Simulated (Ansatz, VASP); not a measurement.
# Re (Rhenium) in two plane-wave programs, part 2 of 2

Aim: how closely do two programs agree when they are given the same cell, functional and k mesh? The cell is taken from a series of VASP runs on this material, whose earlier steps may have relaxed, scaled or displaced it; both programs get it as it stands.

VASP 6.6.1 and Ansatz 0.2.0.

So far. Step 2 (Ansatz: single point, r2SCAN): The run ends at a pressure of 0.10 GPa.

## 5. VASP: band structure, r2SCAN, spin-orbit coupling

Level of this step: r2SCAN, spin-orbit coupling; plane waves and PAW (Re) (VASP).

A single point gives forces, pressure and levels at one fixed geometry, so differences don't come from the geometry; what else differs is listed under the comparison.

Contents of INCAR:

```
SYSTEM = Re
PREC = Accurate
ENCUT = 400
EDIFF = 1E-06
NELM = 100
ISMEAR = 1
SIGMA = 0.2
LREAL = .FALSE.
ALGO = Normal
METAGGA = R2SCAN
LASPH = .TRUE.
LNONCOLLINEAR = .TRUE.
MAGMOM = 0 0 0 0 0 0
NBANDS = 26
GGA_COMPAT = .FALSE.
LSORBIT = .TRUE.
LMAXMIX = 4
LORBIT = 11
LWAVE = .FALSE.
LCHARG = .FALSE.
KPAR = 2
```

Contents of POSCAR:

```
Re
1.0
    2.7586891562      0.0000000000      0.0000000000
   -1.3793445781      2.3890948904      0.0000000000
    0.0000000000      0.0000000000      4.4599403156
Re
2
Direct
    0.3333333333      0.6666666667      0.2500000000
    0.6666666667      0.3333333333      0.7500000000
```

Contents of KPOINTS:

```
Automatic mesh
0
Gamma
7 7 4
0 0 0
```

Contents of KPOINTS_OPT:

```
Line mode
16
Line-mode
Reciprocal
  0.00000000   0.00000000   0.00000000 GAMMA
  0.50000000   0.00000000   0.00000000 M

  0.50000000   0.00000000   0.00000000 M
  0.33333333   0.33333333   0.00000000 K

  0.33333333   0.33333333   0.00000000 K
  0.00000000   0.00000000   0.00000000 GAMMA

  0.00000000   0.00000000   0.00000000 GAMMA
  0.00000000   0.00000000   0.50000000 A

  0.00000000   0.00000000   0.50000000 A
  0.50000000   0.00000000   0.50000000 L

  0.50000000   0.00000000   0.50000000 L
  0.33333333   0.33333333   0.50000000 H

  0.33333333   0.33333333   0.50000000 H
  0.00000000   0.00000000   0.50000000 A

  0.50000000   0.00000000   0.50000000 L
  0.50000000   0.00000000   0.00000000 M

  0.33333333   0.33333333   0.00000000 K
  0.33333333   0.33333333   0.50000000 H
```

The projector-augmented-wave data sets are Re (PBE family, release 64).

Run with:

```bash
mpirun -np 2 vasp_ncl
```

Numbers of over 12 decimals in the logs are rounded to 6 here.

Log:

```text
[banner, memory and clock lines left out]
running    2 mpi-ranks, on    1 nodes
[...]
[... a notice as in an earlier step ...]

 LDA part: xc-table for (None), standard interpolation
 POSCAR, INCAR and KPOINTS ok, starting setup
[...]
entering main loop
       N       E                     dE             d eps       ncg     rms          rms(c)
DAV:   1    -0.224821243589E+02   -0.22482E+02   -0.56153E+03  2436   0.128E+03
DAV:   2    -0.100186823022E+03   -0.77705E+02   -0.67614E+02  2442   0.504E+02
DAV:   3    -0.106466113822E+03   -0.62793E+01   -0.52622E+01  2362   0.210E+02
DAV:   4    -0.106709096931E+03   -0.24298E+00   -0.23433E+00  2176   0.350E+01
[...]
DAV:  12    -0.105548904156E+03   -0.80966E-05   -0.23618E-05  2074   0.847E-02    0.140E-02
DAV:  13    -0.105548905657E+03   -0.15009E-05   -0.31066E-07   950   0.140E-02    0.927E-03
DAV:  14    -0.105548905787E+03   -0.13024E-06   -0.24049E-07   844   0.220E-02
   1 F= -.10554891E+03 E0= -.10554886E+03  d E =-.130897E-03  mag=    -0.0000    -0.0000    -0.0000
 Start KPOINTS_OPT (optional k-point list driver)
k-point batch [1-24\144]
       N       E                     dE             ncg
DAV:   1     0.348962643684E+04   -0.46265E+04     2432
DAV:   2     0.160798300934E+04   -0.18816E+04     2448
DAV:   3     0.144887452700E+04   -0.15911E+03     2400
DAV:   4     0.144290676929E+04   -0.59678E+01     2176
[...]
DAV:   8     0.144271313542E+04   -0.98638E-04     2112
DAV:   9     0.144271312503E+04   -0.10398E-04     1824
DAV:  10     0.144271312412E+04   -0.90625E-06     1360
[...]
k-point batch [121-144\144]
       N       E                     dE             ncg
DAV:   1     0.351178633476E+04   -0.10318E+05     2452
DAV:   2     0.165949972075E+04   -0.18523E+04     2448
DAV:   3     0.150251796745E+04   -0.15698E+03     2420
DAV:   4     0.149728314926E+04   -0.52348E+01     2288
[...]
DAV:   8     0.149708641472E+04   -0.60452E-04     2086
DAV:   9     0.149708640828E+04   -0.64353E-05     1686
DAV:  10     0.149708640792E+04   -0.36196E-06     1238
```

OUTCAR, selected parts (step 5):

```text
  Total        0.0607629      0.0607629      0.0416348     -0.0000000     -0.0000000      0.0000000
  in kB        3.3119501      3.3119501      2.2693545     -0.0000000     -0.0000000      0.0000000
  external PRESSURE =       2.9644182 kB  Pullay stress =       0.0000000 kB

 POSITION                                       TOTAL-FORCE (eV/Angst)
 -----------------------------------------------------------------------------------
     -0.00000      1.59273      1.11499         0.000000     -0.000000      0.000000
      1.37934      0.79636      3.34496        -0.000000      0.000000      0.000000
 -----------------------------------------------------------------------------------
    total drift:                                0.000000     -0.000000      0.000000

  FREE ENERGIE OF THE ION-ELECTRON SYSTEM (eV)
  ---------------------------------------------------
  free  energy   TOTEN  =      -105.5489057873 eV

  energy  without entropy=     -105.5487748903  energy(sigma->0) =     -105.54886215

 magnetization (x)
# of ion       s       p       d       tot
------------------------------------------
    1        0.000   0.000   0.000   0.000
    2        0.000   0.000   0.000   0.000
--------------------------------------------------
tot          0.000   0.000   0.000   0.000

 magnetization (y)
# of ion       s       p       d       tot
------------------------------------------
    1        0.000   0.000  -0.000  -0.000
    2        0.000  -0.000  -0.000  -0.000
--------------------------------------------------
tot          0.000   0.000  -0.000  -0.000

 magnetization (z)
# of ion       s       p       d       tot
------------------------------------------
    1        0.000   0.000   0.000   0.000
    2        0.000   0.000   0.000   0.000
--------------------------------------------------
tot          0.000   0.000   0.000   0.000

[... 1 part as in an earlier step ...]

[... 2 further parts left out ...]
[key lines of the parts left out:]
E-fermi :   7.7678
```

The run ends at a pressure of 0.30 GPa.

## 6. Ansatz: band structure, r2SCAN, spin-orbit coupling

The same cell, functional, mesh and smearing now go to Ansatz, which takes its cutoff from its data sets.

The cell is taken from a series of VASP runs on this material, whose earlier steps may have relaxed, scaled or displaced it; both programs get it as it stands.

Contents of input.yaml:

```yaml
crystal:
  lattice:
    - [2.7586891562, 0.0, 0.0]
    - [-1.3793445781, 2.3890948904, 0.0]
    - [0.0, 0.0, 4.4599403156]
  atoms:
    - { symbol: Re, position: [0.3333333333, 0.6666666667, 0.25] }
    - { symbol: Re, position: [0.6666666667, 0.3333333333, 0.75] }
hamiltonian:
  xc: r2scan
  pseudopotentials: { kind: paw_fr }
magnetization:
  noncollinear: true
  spin_orbit: true
kpoints:
  mp_grid: { grid: [7, 7, 4] }
  band_path:
    path:
      - [0.0, 0.0, 0.0]
      - [0.13333, 0.0, 0.0]
      - [0.3, 0.0, 0.0]
      - [0.46667, 0.0, 0.0]
      - [0.46667, 0.06667, 0.0]
      - [0.41111, 0.17778, 0.0]
      - [0.35556, 0.28889, 0.0]
      - [0.28889, 0.28889, 0.0]
      - [0.17778, 0.17778, 0.0]
      - [0.06667, 0.06667, 0.0]
      - [0.0, 0.0, 0.03333]
      - [0.0, 0.0, 0.2]
      - [0.0, 0.0, 0.36667]
      - [0.0, 0.0, 0.5]
      - [0.16667, 0.0, 0.5]
      - [0.3, 0.0, 0.5]
      - [0.46667, 0.0, 0.5]
      - [0.46667, 0.06667, 0.5]
      - [0.41111, 0.17778, 0.5]
      - [0.35556, 0.28889, 0.5]
      - [0.28889, 0.28889, 0.5]
      - [0.17778, 0.17778, 0.5]
      - [0.06667, 0.06667, 0.5]
      - [0.5, 0.0, 0.46667]
      - [0.5, 0.0, 0.3]
      - [0.5, 0.0, 0.13333]
      - [0.33333, 0.33333, 0.0]
      - [0.33333, 0.33333, 0.16667]
      - [0.33333, 0.33333, 0.33333]
      - [0.33333, 0.33333, 0.5]
    npoints: 1
scf:
  occupations: { method: methfessel_paxton, width: 0.2 }
  n_extra_bands: 14
output:
  forces: true
  stress: true
  eigenvalues: true
```

Run with:

```bash
ansatz run input.yaml --threads 2 --pin off --max-ram 4608MiB --backend cpu --events-out ev --progress --plain --runs-dir out
```

Log:

```text
[...]
non-collinear run that drives no moment, with spin-orbit: no starting moment large enough to seed its density (crystal.atoms[].spin), no starting occupations that ask for one, no magnetisation constraint and no magnetic field, so the semilocal B_xc is pinned to zero
Crystal: 2 atoms, lattice volume = 29.394 Å³
[...]
k-point 1: bands = [... 26 lower, 22.3533, 22.3533, 22.5760, 22.5760, 23.0895, 23.0895, 24.9816, 24.9816, ... 10 higher]
  k-point 2: bands = [... 26 lower, 21.8237, 21.8237, 22.4203, 22.4203, 22.4203, 22.4203, 26.5080, 26.5080, ... 10 higher]
  k-point 23: bands = [... 26 lower, 21.4826, 21.4826, 23.6291, 23.6291, 24.0982, 24.0982, 27.7001, 27.7001, ... 10 higher]
[key lines of the parts left out:]
SCF converged after 7 iterations
Magnetization: |M| = 0.0000 μB,  M = (+0.0000, +0.0000, +0.0000) μB
Free energy (F): -21712.755930 eV
Fermi energy:    23.920947 eV
P = ⅓ Tr σ = -0.0809 GPa (-0.809 kbar)
```

The job ended after 22 s (2 threads of Arm Neoverse N1, shared host; peak memory 0.48 GiB).

## 7. Side by side

What differs besides the data sets and the points named for the pairs above, as far as they apply: spin-orbit coupling enters by fully relativistic files in Ansatz and inside the spheres in VASP; the data sets hold 30 valence electrons in Ansatz (fully relativistic PAW (standard-fr) files) and 14 in VASP. Total energies have different zeros and are not compared.

The two programs side by side:

| quantity | Ansatz | VASP | difference |
| --- | --- | --- | --- |
| pressure (GPa) | -0.08 | 0.30 | -0.38 |

Levels from 3 eV below to 2 eV above the Fermi level differ by 17 meV r.m.s. and 62 meV at most; each VASP level is matched to the nearest of Ansatz, which flatters the figure a little.

## 8. Outcome

* difference in pressure (single point, r2SCAN): -0.071 GPa
* r.m.s. difference of levels near the Fermi level (band structure, r2SCAN, spin-orbit coupling): 17 meV

What this shows: The r.m.s. difference of levels near the Fermi level is 17 meV (band structure, r2SCAN, spin-orbit coupling), within the 80 meV picked in this series as the mark of a large difference. How closely two codes agree says nothing of how well the functional describes the real material.

[Lines on the potential files, build, host, timing and source positions are cut from VASP's logs without a mark.]

[Logs are printed without paths, hosts, clocks, repeated set-up lines and the standing remarks that a program may print on its own settings, such as how far it seeks lower states.]

[Hosts, paths, dates, database ids (printed as entryN), source tags and the programs' standing remarks are cut or masked in the printed files.]
